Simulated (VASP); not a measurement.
```yaml
crystal:
  lattice:
    - [1.40977, 0.81393, 4.50430]
    - [-1.40977, 0.81393, 4.50430]
    - [0.00000, -1.62786, 4.50430]
  atoms:
    - { symbol: Ni, position: [0.00000, 0.00000, 0.00000], spin: 2.0 }
    - { symbol: Au, position: [0.50000, 0.50000, 0.50000] }
```

Method: PBE GGA, VASP's PBE PAW potentials (set 64) (plane waves; VASP 6.6.1). Settings: 300 eV cut-off, 8×8×8 Γ-centred mesh, Gaussian smearing of 0.20 eV, potentials Ni Au.

At this cut-off the stress carries a Pulay error, which pulls relaxed volumes low.

Problem. Give the stress tensor in GPa (positive for a compressed cell).

Solution. 
```
 -6.60    0.00    0.00
  0.00   -6.60    0.00
  0.00    0.00  -10.71
```
The pressure is its mean diagonal, -7.97 GPa.

The structure was generated: NiAu was put into an ordered model structure, which need not be its known phase. The cell was not relaxed at this level. The k-mesh is coarse (spacing up to 0.33 per Å, 2π included), so the numbers may not be converged in it.
